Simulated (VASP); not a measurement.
Runs of VASP 6.6.1 on Mg. The structure is hexagonal, space group P6_3/mmc (No. 194). Conventional cell: a = 3.209 Å, b = 3.209 Å, c = 5.210 Å, α = 90.00°, β = 90.00°, γ = 120.00°. Mg (site symmetry -6m2) has 12 Mg at 3.20 to 3.21 Å as nearest neighbours. 

| level | potentials or basis | k mesh | cutoff (eV) | gap on the mesh (eV) | pressure (GPa) |
| --- | --- | --- | --- | --- | --- |
| PBEsol | VASP PAW PBE potentials, release 64 (Mg) | 12 × 12 × 7 | 500 | none | -1.2 |
| r2SCAN | VASP PAW PBE potentials, release 64 (Mg) | 12 × 12 × 7 | 520 | none | -1.4 |
| PBEsol | VASP PAW PBE potentials, release 64 (Mg) | 17 × 17 × 9 | 520 | none | (a) |
| PBEsol | VASP PAW PBE potentials, release 64 (Mg_sv) | 12 × 12 × 7 | 600 | none | -1.5 |
| PBEsol | VASP PAW PBE potentials, release 64 (Mg) | 12 × 12 × 7 | 700 | none | -1.2 |
| PBE | VASP PAW PBE potentials, release 64 (Mg) | 12 × 12 × 7 | 520 | none | -0.6 |

Alike in all rows: task electric field gradients; no spin polarisation; cell as given; smearing fermi-dirac 0.05 eV.

Q: Estimate the missing entries.

A: (a) -1.1.

Caveats: the PAW data sets were made with another functional, which shifts forces and pressure a little (some runs); the cutoff is under 1.25 times the usual one of these potentials, so pressure, stress and relaxed cells hold a basis-set (Pulay) error (some runs).

A gap of «none» marks a metal or a gap under the smearing width.

The runs don't all hold the same shells in valence.
